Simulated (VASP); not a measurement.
# Si3P4 (Fd-3m) in VASP: density of states with PBE

Aim: the density of states of Si3P4 with PBE.

Everything below comes from runs of VASP 6.6.1. Logs are shortened: lines on timing, memory, paths and dates and some standing lists are left out, and cuts for length are marked.

**1. Starting point**

It takes space group Fd-3m (No. 227, cubic). Conventional cell: a = 9.891 Å, b = 9.891 Å, c = 9.891 Å, α = 90.00°, β = 90.00°, γ = 90.00°. Si (site symmetry -43m) has 4 P at 2.31 Å as nearest neighbours. Si (site symmetry -3m) has 6 P at 2.38 Å as nearest neighbours. P (site symmetry 3m) is surrounded by 4 Si at 2.31 to 2.38 Å.

The cell was built by a generator and needn't be a form met in nature.

**2. Density of states, PBE**

The input, POSCAR:

```
Si3P4                                   
1.0
    0.0000000000      4.9454288796      4.9454288796
    4.9454288796      0.0000000000      4.9454288796
    4.9454288796      4.9454288796      0.0000000000
  Si              P             
     6     8
Direct
     0.5000000000000000    0.5000000000000000    0.5000000000000000
     0.7500000000000000    0.7500000000000000    0.7500000000000000
     0.1250000000000000    0.1250000000000000    0.1250000000000000
     0.1250000000000000    0.6250000000000000    0.1250000000000000
     0.6250000000000000    0.1250000000000000    0.1250000000000000
     0.1250000000000000    0.1250000000000000    0.6250000000000000
     0.3654431120513451    0.3654431120513451    0.9036706738459586
     0.9036706738459586    0.3654431120513451    0.3654431120513451
     0.3654431120513451    0.9036706738459586    0.3654431120513451
     0.3654431120513451    0.3654431120513451    0.3654431120513451
     0.8845568879486549    0.8845568879486549    0.3463293261540414
     0.8845568879486549    0.3463293261540414    0.8845568879486549
     0.8845568879486549    0.8845568879486549    0.8845568879486549
     0.3463293261540414    0.8845568879486549    0.8845568879486549
```

The input, INCAR.step1:

```
SYSTEM = Si3P4
ALGO = Normal
EDIFF = 1E-6
ENCUT = 520
GGA = PE
ISIF = 2
ISMEAR = 0
KPAR = 4
LASPH = .True.
LCHARG = .True.
LREAL = .False.
LWAVE = .False.
NBANDS = 45
NELM = 60
PREC = Accurate
SIGMA = 0.1
```

The input, KPOINTS.step1:

```
k-points
0
Gamma
  6 6 6
  0 0 0
```

The input, INCAR.step2:

```
SYSTEM = Si3P4
ALGO = Normal
EDIFF = 1E-6
ENCUT = 520
GGA = PE
ICHARG = 11
ISIF = 2
ISMEAR = -5
KPAR = 4
LASPH = .True.
LCHARG = .False.
LORBIT = 10
LREAL = .False.
LWAVE = .False.
NBANDS = 45
NEDOS = 2001
NELM = 60
PREC = Accurate
SIGMA = 0.1
```

The input, KPOINTS.step2:

```
k-points
0
Gamma
  9 9 9
  0 0 0
```

Potentials or basis: VASP PAW PBE potentials, release 64 (Si, P).

Run with:

```bash
> cat potpaw_PBE.64/Si/POTCAR potpaw_PBE.64/P/POTCAR > POTCAR
> cp INCAR.step1 INCAR
> cp KPOINTS.step1 KPOINTS
> mpirun -np 4 vasp_std > vasp.out
> cp INCAR.step2 INCAR
> cp KPOINTS.step2 KPOINTS
> mpirun -np 4 vasp_std > vasp.out
```

OUTCAR:

```text
SYSTEM = Si3P4
   EDIFF = 1E-6
   ENCUT = 520
   GGA = PE
   ICHARG = 11
   ISIF = 2
   ISMEAR = -5
   LASPH = .True.
   LORBIT = 10
   LREAL = .False.
   NELM = 60
   PREC = Accurate

 ion  position               nearest neighbor table
   1  0.500  0.500  0.500-  10 2.31   8 2.31   9 2.31   7 2.31
   2  0.750  0.750  0.750-  13 2.31  12 2.31  11 2.31  14 2.31
   3  0.125  0.125  0.125-   8 2.38   9 2.38  12 2.38  14 2.38   7 2.38  11 2.38
   4  0.125  0.625  0.125-   7 2.38   8 2.38  11 2.38  14 2.38  13 2.38  10 2.38
   5  0.625  0.125  0.125-   7 2.38   9 2.38  11 2.38  12 2.38  10 2.38  13 2.38
   6  0.125  0.125  0.625-   8 2.38   9 2.38  12 2.38  14 2.38  13 2.38  10 2.38
   7  0.365  0.365  0.904-   1 2.31   4 2.38   5 2.38   3 2.38
   8  0.904  0.365  0.365-   1 2.31   4 2.38   6 2.38   3 2.38
   9  0.365  0.904  0.365-   1 2.31   5 2.38   6 2.38   3 2.38
  10  0.365  0.365  0.365-   1 2.31   4 2.38   5 2.38   6 2.38
  11  0.885  0.885  0.346-   2 2.31   4 2.38   5 2.38   3 2.38
  12  0.885  0.346  0.885-   2 2.31   5 2.38   6 2.38   3 2.38
  13  0.885  0.885  0.885-   2 2.31   4 2.38   5 2.38   6 2.38
  14  0.346  0.885  0.885-   2 2.31   4 2.38   6 2.38   3 2.38

  LATTYP: Found a face centered cubic cell.
 ALAT       =     9.8908577592

  Lattice vectors:

 A1 = (   0.0000000000,   4.9454288796,   4.9454288796)
 A2 = (   4.9454288796,   0.0000000000,   4.9454288796)
 A3 = (   4.9454288796,   4.9454288796,   0.0000000000)

Analysis of symmetry for initial positions (statically):
=====================================================================
 Subroutine PRICEL returns:
 Original cell was already a primitive cell.

 Routine SETGRP: Setting up the symmetry group for a
 face centered cubic supercell.

 Subroutine GETGRP returns: Found 48 space group operations
 (whereof 24 operations were pure point group operations)
 out of a pool of 48 trial point group operations.

The static configuration has the point symmetry T_d .
 The point group associated with its full space group is O_h .

Analysis of symmetry for dynamics (positions and initial velocities):
=====================================================================
 Subroutine PRICEL returns:
 Original cell was already a primitive cell.

 Routine SETGRP: Setting up the symmetry group for a
 face centered cubic supercell.

 Subroutine GETGRP returns: Found 48 space group operations
 (whereof 24 operations were pure point group operations)
 out of a pool of 48 trial point group operations.

The dynamic configuration has the point symmetry T_d .
 The point group associated with its full space group is O_h .

 Subroutine INISYM returns: Found 48 space group operations
 (whereof 24 operations are pure point group operations),
 and found     1 'primitive' translations

----------------------------------------------------------------------------------------

                                     Primitive cell

  volume of cell :     241.9033

  direct lattice vectors                    reciprocal lattice vectors
     0.000000000  4.945428880  4.945428880    -0.101103466  0.101103466  0.101103466
     4.945428880  0.000000000  4.945428880     0.101103466 -0.101103466  0.101103466
     4.945428880  4.945428880  0.000000000     0.101103466  0.101103466 -0.101103466

  length of vectors
     6.993892593  6.993892593  6.993892593     0.175116340  0.175116340  0.175116340

  position of ions in fractional coordinates (direct lattice)
     0.500000000  0.500000000  0.500000000
     0.750000000  0.750000000  0.750000000
     0.125000000  0.125000000  0.125000000
     0.125000000  0.625000000  0.125000000
     0.625000000  0.125000000  0.125000000
     0.125000000  0.125000000  0.625000000
     0.365443112  0.365443112  0.903670674
     0.903670674  0.365443112  0.365443112
     0.365443112  0.903670674  0.365443112
     0.365443112  0.365443112  0.365443112
     0.884556888  0.884556888  0.346329326
     0.884556888  0.346329326  0.884556888
     0.884556888  0.884556888  0.884556888
     0.346329326  0.884556888  0.884556888

  ion indices of the primitive-cell ions
   primitive index   ion index
                 1           1
                 2           2
                 3           3
                 4           4
                 5           5
                 6           6
                 7           7
                 8           8
                 9           9
                10          10
                11          11
                12          12
                13          13
                14          14

----------------------------------------------------------------------------------------

 KPOINTS: k-points

Automatic generation of k-mesh.
 Grid dimensions read from file:
 generate k-points for:    9    9    9

 Generating k-lattice:

  Cartesian coordinates                     Fractional coordinates (reciprocal lattice)
    -0.011233718  0.011233718  0.011233718     0.111111111  0.000000000  0.000000000
     0.011233718 -0.011233718  0.011233718     0.000000000  0.111111111  0.000000000
     0.011233718  0.011233718 -0.011233718     0.000000000  0.000000000  0.111111111

  Length of vectors
     0.019457371  0.019457371  0.019457371

  Shift w.r.t. Gamma in fractional coordinates (k-lattice)
     0.000000000  0.000000000  0.000000000

 TETIRR: Found    115 inequivalent tetrahedra from     4374

 Subroutine IBZKPT returns following result:
 ===========================================

 Found     35 irreducible k-points:

 Following reciprocal coordinates:
            Coordinates               Weight
  0.000000  0.000000  0.000000      1.000000
  0.111111  0.000000  0.000000      8.000000
  0.222222  0.000000  0.000000      8.000000
  0.333333  0.000000  0.000000      8.000000
  0.444444  0.000000  0.000000      8.000000
  0.111111  0.111111  0.000000      6.000000
[... 16 lines left out ...]
 -0.333333  0.333333  0.000000     12.000000
  0.444444  0.444444  0.000000      6.000000
 [... further k-points ...]
   k-points           NKPTS =     35   k-points in BZ     NKDIM =     35   number of bands    NBANDS=     45
   number of dos      NEDOS =   2001   number of ions     NIONS =     14
   total plane-waves  NPLWV = 157464
   dimension x,y,z NGX =    54 NGY =   54 NGZ =   54
   dimension x,y,z NGXF=   108 NGYF=  108 NGZF=  108
   ions per type =               6   8
   NGX,Y,Z   is equivalent  to a cutoff of  12.84, 12.84, 12.84 a.u.
   NGXF,Y,Z  is equivalent  to a cutoff of  25.67, 25.67, 25.67 a.u.
 SYSTEM =  Si3P4
   PREC   = accura    normal or accurate (medium, high low for compatibility)
   ISTART =      0    job   : 0-new  1-cont  2-samecut
   ICHARG =     11    charge: 1-file 2-atom 10-const
   ISPIN  =      1    spin polarized calculation?
   LNONCOLLINEAR =      F non collinear calculations
   LSORBIT =      F    spin-orbit coupling
   LASPH  =      T    aspherical Exc in radial PAW
   ENCUT  =  520.0 eV  38.22 Ry    6.18 a.u.  13.00 13.00 13.00*2*pi/ulx,y,z
   NELM   =     60;   NELMIN=  2; NELMDL=  0     # of ELM steps
   EDIFF  = 0.1E-05   stopping-criterion for ELM
   LREAL  =      F    real-space projection
   EDIFFG = 0.1E-04   stopping-criterion for IOM
   NSW    =      0    number of steps for IOM
   IBRION =     -1    ionic relax: 0-MD 1-quasi-New 2-CG
   NFREE  =      0    steps in history (QN), initial steepest desc. (CG)
   ISIF   =      2    stress and relaxation
   ISYM   =      2    0-nonsym 1-usesym 2-fastsym
   POTIM  = 0.5000    time-step for ionic-motion
   TEBEG  =    0.0;   TEEND  =   0.0 temperature during run
   PSTRESS=    0.0 pullay stress
   NELECT =      64.0000    total number of electrons
   NUPDOWN=      -1.0000    fix difference up-down
   EMIN   =  10.00;   EMAX   =-10.00  energy-range for DOS
   EFERMI =   0.00;   METHOD = LEGACY
   ISMEAR =    -5;   SIGMA  =   0.10  broadening in eV -4-tet -1-fermi 0-gaus
   EFERMI_NEDOS =   21; number of points for ismear=-14 and -15
   IALGO  =     38    algorithm
   IMIX   =      4    mixing-type and parameters
     AMIX     =   0.40;   BMIX     =  1.00
     AMIX_MAG =   1.60;   BMIX_MAG =  1.00
  volume/ion in A,a.u.               =      17.28       116.60
  Fermi-wavevector in a.u.,A,eV,Ry     =   1.050963  1.986033 15.027958  1.104524
  Thomas-Fermi vector in A             =   2.185987
   LORBIT       =     10    0 simple, 1 ext, 2 COOP (PROOUT), +10 PAW based schemes
   GGA     = PE    functional components
   LHFCALC =     F    Hartree Fock is set to
   AEXX    =    0.0000 exact exchange contribution
   IVDW    =     0    specifies the selected vdW correction
   LEPSILON=     F    determine dielectric tensor
   LRPA    =     F    only Hartree local field effects (RPA)
 non-spin polarized calculation
 Fermi weights with tetrahedron method with Bloechl corrections
  energy-cutoff  :      520.00
  volume of cell :      241.90
 maximum number of plane-waves:      6548
 NGX is ok and might be reduce to    54

 number of electron      64.0000005 magnetization

 Free energy of the ion-electron system (eV)
  ---------------------------------------------------
  ext. energy  EPLUGINS =         0.00000000
  ---------------------------------------------------
  free energy    TOTEN  =       -75.51207482 eV

  energy without entropy =      -75.51207482  energy(sigma->0) =      -75.51207482

 E-fermi :   7.1817     XC(G=0): -10.2055

 val. band max:        7.1953483642   @ k =  -0.4444   0.3333   0.0000
 cond. band min:       7.1089685323   @ k =  -0.1111   0.1111   0.0000
 fundamental gap:     -0.0863798319
 Fermi energy:         7.1816886092

 k-point     1 :       0.0000    0.0000    0.0000
  band No.  band energies     occupation
      1      -7.2209      2.00000
      2      -4.7568      2.00000
      3      -3.6957      2.00000
      4      -3.6957      2.00000
      5      -3.6957      2.00000
      6      -3.3893      2.00000
[... 36 lines left out ...]
     43      10.1157      0.00000
     44      11.1754      0.00000
[... 1040 lines left out ...]
      4      -4.5731      2.00000
      5      -4.3141      2.00000
      6      -4.3141      2.00000
[... 36 lines left out ...]
     43      11.3410      0.00000
     44      11.3410      0.00000

 [... further k-points ...]

 [bands above 44 left out]

------------------------ aborting loop because EDIFF is reached ----------------------------------------

  FORCE on cell =-STRESS in cart. coord.  units (eV):
  Direction    XX          YY          ZZ          XY          YZ          ZX
  --------------------------------------------------------------------------------------
  -------------------------------------------------------------------------------------
  Total        0.1259744      0.1259744      0.1259744     -0.0000000     -0.0000000      0.0000000
  in kB        0.8343555      0.8343555      0.8343555     -0.0000000     -0.0000000      0.0000000
  external PRESSURE =       0.8343555 kB  Pullay stress =       0.0000000 kB

 VOLUME and BASIS-vectors are now :
 -----------------------------------------------------------------------------
  energy-cutoff  :      520.00
  volume of cell :      241.90
      direct lattice vectors                 reciprocal lattice vectors
     0.000000000  4.945428880  4.945428880    -0.101103466  0.101103466  0.101103466
     4.945428880  0.000000000  4.945428880     0.101103466 -0.101103466  0.101103466
     4.945428880  4.945428880  0.000000000     0.101103466  0.101103466 -0.101103466

 POSITION                                       TOTAL-FORCE (eV/Angst)
 -----------------------------------------------------------------------------------
      4.94543      4.94543      4.94543         0.000000      0.000000      0.000000
      7.41814      7.41814      7.41814         0.000000      0.000000      0.000000
      1.23636      1.23636      1.23636         0.000000      0.000000      0.000000
      3.70907      1.23636      3.70907         0.000000      0.000000      0.000000
      1.23636      3.70907      3.70907         0.000000      0.000000      0.000000
      3.70907      3.70907      1.23636         0.000000      0.000000      0.000000
      6.27631      6.27631      3.61455         0.027315      0.027315     -0.027315
      3.61455      6.27631      6.27631        -0.027315      0.027315      0.027315
      6.27631      3.61455      6.27631         0.027315     -0.027315      0.027315
      3.61455      3.61455      3.61455        -0.027315     -0.027315     -0.027315
      6.08726      6.08726      8.74903        -0.027315     -0.027315      0.027315
      6.08726      8.74903      6.08726        -0.027315      0.027315     -0.027315
      8.74903      8.74903      8.74903         0.027315      0.027315      0.027315
      8.74903      6.08726      6.08726         0.027315     -0.027315     -0.027315
 -----------------------------------------------------------------------------------
    total drift:                                0.000000      0.000000     -0.000000

  FREE ENERGIE OF THE ION-ELECTRON SYSTEM (eV)
  ---------------------------------------------------
  free  energy   TOTEN  =       -75.5120748242 eV

  energy  without entropy=      -75.5120748242  energy(sigma->0) =      -75.51207482

 total charge

# of ion       s       p       d       tot
------------------------------------------
    1        0.747   0.828   0.000   1.575
    2        0.747   0.828   0.000   1.575
    3        0.699   0.821   0.000   1.520
    4        0.699   0.821   0.000   1.520
    5        0.699   0.821   0.000   1.520
    6        0.699   0.821   0.000   1.520
    7        1.043   1.490   0.000   2.533
    8        1.043   1.490   0.000   2.533
    9        1.043   1.490   0.000   2.533
   10        1.043   1.490   0.000   2.533
   11        1.043   1.490   0.000   2.533
   12        1.043   1.490   0.000   2.533
   13        1.043   1.490   0.000   2.533
   14        1.043   1.490   0.000   2.533
--------------------------------------------------
tot         12.636  16.859   0.000  29.495
```

Wall time 2.1 min (4 MPI ranks of Intel Xeon Platinum 8488C (Sapphire Rapids), shared host); peak memory 0.52 GiB.

Results:

- Valence electrons inside the program's atomic spheres: Si 1.57, 1.52; P 2.53

Levels at points of the mesh, in eV from the Fermi level:
| k point | band 30 | band 31 | band 32 | band 33 | band 34 | band 35 |
| --- | --- | --- | --- | --- | --- | --- |
| (0.00, 0.00, 0.00) | -0.51 | -0.25 | -0.25 | -0.25 | 0.13 | 0.13 |

States per cell in windows of 1 eV (zero at the Fermi level; states under -8 eV left out):
```
from (eV)  total  P7_p  P8_p  P9_p  P10_p  P11_p  P12_p
     -8.0   5.25  0.08  0.08  0.08   0.08   0.08   0.08
     -7.0   2.42  0.04  0.04  0.04   0.04   0.04   0.04
     -6.0   5.82  0.16  0.16  0.16   0.16   0.16   0.16
     -5.0   6.30  0.18  0.18  0.18   0.18   0.18   0.18
     -4.0   7.35  0.22  0.22  0.22   0.22   0.22   0.22
     -3.0   6.45  0.22  0.22  0.22   0.22   0.22   0.22
     -2.0   6.04  0.23  0.23  0.23   0.23   0.23   0.23
     -1.0   6.47  0.30  0.30  0.30   0.30   0.30   0.30
      0.0   2.62  0.05  0.05  0.05   0.05   0.05   0.05
      1.0   4.41  0.07  0.07  0.07   0.07   0.07   0.07
      2.0   7.00  0.13  0.13  0.13   0.13   0.13   0.13
      3.0   7.24  0.11  0.11  0.11   0.11   0.11   0.11
      4.0   4.68  0.06  0.06  0.06   0.06   0.06   0.06
      5.0   0.00  0.00  0.00  0.00   0.00   0.00   0.00
```

Caveat: tetrahedron occupations give inexact forces and stress in metals.
